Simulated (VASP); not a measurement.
All values below come from rev-vdW-DF2, VASP's PBE PAW potentials (set 64) (plane waves; VASP).

The input files of a VASP run:

**KPOINTS**
```
Automatic mesh
0
Gamma
5 5 5
0 0 0
```

### INCAR
```
AGGAC=0.0
LWAVE=F
PARAM1=0.1234568
PREC=Accurate
LMAXMIX=6   # l cut-off of mixed one-centre charges
NSW=60   # most ionic steps
PARAM2=0.7114
LASPH=T   # aspherical one-centre terms
LUSE_VDW=T
GGA=MK
SIGMA=0.05
IBRION=2
ENCUT=520
LCHARG=F
ISIF=3   # ions, shape and volume
NELM=100
LREAL=F
EDIFF=1E-6   # SCF stop (eV)
SYSTEM=BaHfO3
EDIFFG=-0.02   # ionic stop
ALGO=Normal   # blocked Davidson
ZAB_VDW=-1.8867
ISMEAR=0
```

### POSCAR
```
BaHfO3
1
    4.1548964236    -0.0000000000     0.0000000000
   -0.0000000000     4.1548964236    -0.0000000000
   -0.0000000000    -0.0000000000     4.1548964236
Ba Hf O
1 1 3
Direct
  0.0000000000   0.0000000000   0.0000000000
  0.5000000000   0.5000000000   0.5000000000
  0.5000000000   0.0000000000   0.5000000000
  0.0000000000   0.5000000000   0.5000000000
  0.5000000000   0.5000000000   0.0000000000
```

POTCAR, in this order: Ba_sv Hf_pv O (PBE.64 set). Program: vasp_std.

The resulting files:

**OSZICAR**
```
       N       E                     dE             d eps       ncg     rms          rms(c)
DAV:   1     0.239399261865E+03    0.23940E+03   -0.21451E+04   460   0.161E+03
DAV:   2    -0.308826243281E+02   -0.27028E+03   -0.26665E+03   582   0.354E+02
DAV:   3    -0.429280015891E+02   -0.12045E+02   -0.12022E+02   587   0.741E+01
DAV:   4    -0.431509995100E+02   -0.22300E+00   -0.22293E+00   669   0.971E+00
DAV:   5    -0.431557985823E+02   -0.47991E-02   -0.47990E-02   627   0.863E-01    0.614E+01
DAV:   6    -0.362281329872E+02    0.69277E+01   -0.42549E+01   523   0.385E+01    0.541E+01
DAV:   7    -0.361320617105E+02    0.96071E-01   -0.24930E+00   616   0.103E+01    0.339E+01
DAV:   8    -0.361122701037E+02    0.19792E-01   -0.31141E-01   580   0.479E+00    0.554E+00
DAV:   9    -0.360959814726E+02    0.16289E-01   -0.11186E-01   579   0.205E+00    0.153E+00
DAV:  10    -0.360955921792E+02    0.38929E-03   -0.10740E-02   565   0.697E-01    0.457E-01
DAV:  11    -0.360954587232E+02    0.13346E-03   -0.88172E-04   579   0.202E-01    0.131E-01
DAV:  12    -0.360954788963E+02   -0.20173E-04   -0.67336E-05   632   0.587E-02    0.158E-01
DAV:  13    -0.360954817262E+02   -0.28298E-05   -0.92585E-06   579   0.213E-02    0.185E-02
DAV:  14    -0.360954818511E+02   -0.12492E-06   -0.40222E-07   433   0.476E-03
   1 F= -.36095482E+02 E0= -.36095482E+02  d E =-.360955E+02
       N       E                     dE             d eps       ncg     rms          rms(c)
DAV:   1    -0.363852824898E+02   -0.28980E+00   -0.76790E+00   460   0.213E+01    0.874E+00
DAV:   2    -0.361365957710E+02    0.24869E+00   -0.13370E+00   474   0.715E+00    0.190E+00
DAV:   3    -0.360982455201E+02    0.38350E-01   -0.85174E-02   587   0.207E+00    0.142E+00
DAV:   4    -0.360894367574E+02    0.88088E-02   -0.41066E-02   589   0.132E+00    0.110E+00
DAV:   5    -0.360895079425E+02   -0.71185E-04   -0.13093E-03   658   0.187E-01    0.144E+00
DAV:   6    -0.360898453085E+02   -0.33737E-03   -0.96256E-04   627   0.190E-01    0.403E-01
DAV:   7    -0.360897671005E+02    0.78208E-04   -0.20030E-04   591   0.810E-02    0.249E-01
DAV:   8    -0.360897507213E+02    0.16379E-04   -0.37943E-05   610   0.407E-02    0.149E-01
DAV:   9    -0.360897346347E+02    0.16087E-04   -0.44212E-05   586   0.371E-02    0.796E-02
DAV:  10    -0.360897330066E+02    0.16281E-05   -0.55573E-06   539   0.148E-02    0.364E-02
DAV:  11    -0.360897317069E+02    0.12998E-05   -0.59850E-06   562   0.137E-02    0.811E-03
DAV:  12    -0.360897316623E+02    0.44574E-07   -0.18146E-07   335   0.305E-03
   2 F= -.36089732E+02 E0= -.36089732E+02  d E =0.575019E-02
       N       E                     dE             d eps       ncg     rms          rms(c)
DAV:   1    -0.361985237079E+02   -0.10879E+00   -0.24138E+00   460   0.120E+01    0.480E+00
DAV:   2    -0.361202485382E+02    0.78275E-01   -0.40809E-01   474   0.396E+00    0.104E+00
DAV:   3    -0.361085710281E+02    0.11678E-01   -0.25222E-02   596   0.115E+00    0.759E-01
DAV:   4    -0.361059545107E+02    0.26165E-02   -0.12178E-02   568   0.723E-01    0.616E-01
DAV:   5    -0.361059787713E+02   -0.24261E-04   -0.45757E-04   658   0.115E-01    0.840E-01
DAV:   6    -0.361061034650E+02   -0.12469E-03   -0.31370E-04   634   0.110E-01    0.197E-01
DAV:   7    -0.361060835209E+02    0.19944E-04   -0.49705E-05   624   0.418E-02    0.126E-01
DAV:   8    -0.361060787190E+02    0.48019E-05   -0.93552E-06   596   0.199E-02    0.887E-02
DAV:   9    -0.361060726000E+02    0.61191E-05   -0.18706E-05   572   0.249E-02    0.467E-02
DAV:  10    -0.361060720499E+02    0.55005E-06   -0.21223E-06   403   0.973E-03
   3 F= -.36106072E+02 E0= -.36106072E+02  d E =-.105902E-01
```

File OUTCAR:
```
------------------------ aborting loop because EDIFF is reached ----------------------------------------
  FORCE on cell =-STRESS in cart. coord.  units (eV):
  Direction    XX          YY          ZZ          XY          YZ          ZX
  --------------------------------------------------------------------------------------
  Total       -0.0248308     -0.0248308     -0.0248308     -0.0000000      0.0000000      0.0000000
  in kB       -0.5455460     -0.5455460     -0.5455460     -0.0000000      0.0000000      0.0000000
  external PRESSURE =      -0.5455460 kB  Pullay stress =       0.0000000 kB
  volume of cell :       72.92
      direct lattice vectors                 reciprocal lattice vectors
     4.177886073 -0.000000000  0.000000000     0.239355498 -0.000000000 -0.000000000
     0.000000000  4.177886073  0.000000000     0.000000000  0.239355498  0.000000000
     0.000000000 -0.000000000  4.177886073    -0.000000000 -0.000000000  0.239355498
 POSITION                                       TOTAL-FORCE (eV/Angst)
 -----------------------------------------------------------------------------------
      0.00000      0.00000      0.00000         0.000000      0.000000      0.000000
      2.08894      2.08894      2.08894        -0.000000     -0.000000      0.000000
      2.08894     -0.00000      2.08894         0.000000     -0.000000      0.000000
      0.00000      2.08894      2.08894        -0.000000     -0.000000      0.000000
      2.08894      2.08894      0.00000         0.000000      0.000000      0.000000
 -----------------------------------------------------------------------------------
    total drift:                                0.000000     -0.000000     -0.000000
  FREE ENERGIE OF THE ION-ELECTRON SYSTEM (eV)
  ---------------------------------------------------
  free  energy   TOTEN  =       -36.1060720499 eV

  energy  without entropy=      -36.1060720499  energy(sigma->0) =      -36.10607205

 reached required accuracy - stopping structural energy minimisation
```
(Selected blocks of OUTCAR.)

**CONTCAR**
```
BaHfO3
   1.00000000000000
     4.1778860727018738   -0.0000000000000000    0.0000000000000000
     0.0000000000000000    4.1778860727018738    0.0000000000000000
     0.0000000000000000   -0.0000000000000000    4.1778860727018738
  Ba              Hf              O
     1     1     3
Direct
     0.0000000000000000    0.0000000000000000    0.0000000000000000
     0.5000000000000000    0.5000000000000000    0.5000000000000000
     0.5000000000000000    0.0000000000000000    0.5000000000000000
     0.0000000000000000    0.5000000000000000    0.5000000000000000
     0.5000000000000000    0.5000000000000000    0.0000000000000000
```

The compound is BaHfO3 in the cubic perovskite structure. This run relaxes it. Symmetry was kept, so distortions that lower it aren't found. The start is the result of an earlier pass.
